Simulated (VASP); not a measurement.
The system is Bi.

```xyz
2
Lattice="2.2675 1.3091 3.9380 -2.2675 1.3091 3.9380 0.0000 -2.6183 3.9380" Properties=species:S:1:pos:R:3 pbc="T T T"
Bi    0.0000    0.0000    2.7645
Bi    0.0000    0.0000    9.0495
```

| Item | Value |
| --- | --- |
| Program | VASP 6.6.1 |
| Task | relaxation of cell and atoms |
| Functional | LDA |
| Potentials or basis | VASP PAW LDA potentials, release 64 (Bi_d) |
| Cutoff | 600 eV |
| k mesh | 12 × 12 × 10 |
| Occupations | methfessel-paxton, width 0.1 eV |
| Spin | no spin polarisation |

At the start: pressure -1.3 GPa; volume 35.07 Å³/atom.

Problem. How do energy, volume and symmetry change on relaxing?

Solution. Over 10 steps the energy falls by 8.3 meV/atom and the volume is 33.58 Å³/atom (-4.3 %); space group R-3m (No. 166, to 0.05 Å).

The path:
```tsv
step	energy change (eV)	largest force (eV/Å)	pressure (GPa)	volume (Å³)
1	0.0000	0.0902	-1.33	70.14
2	-0.0073	0.2524	0.78	67.22
3	-0.0091	0.2044	0.08	68.09
4	-0.0124	0.1379	0.07	67.83
5	-0.0155	0.0122	0.06	67.30
6	-0.0155	0.0032	0.02	67.23
7	-0.0162	0.0006	0.00	67.24
8	-0.0165	0.0002	-0.09	67.26
9	-0.0164	0.0155	0.16	66.95
10	-0.0165	0.0069	-0.01	67.15
```

Final structure:
```
Bi
1.0
     2.24909    1.29851    3.83236
    -2.24909    1.29851    3.83236
     0.00000   -2.59702    3.83236
Bi
2
Direct
  0.23742 0.23742 0.23742
  0.76258 0.76258 0.76258
```
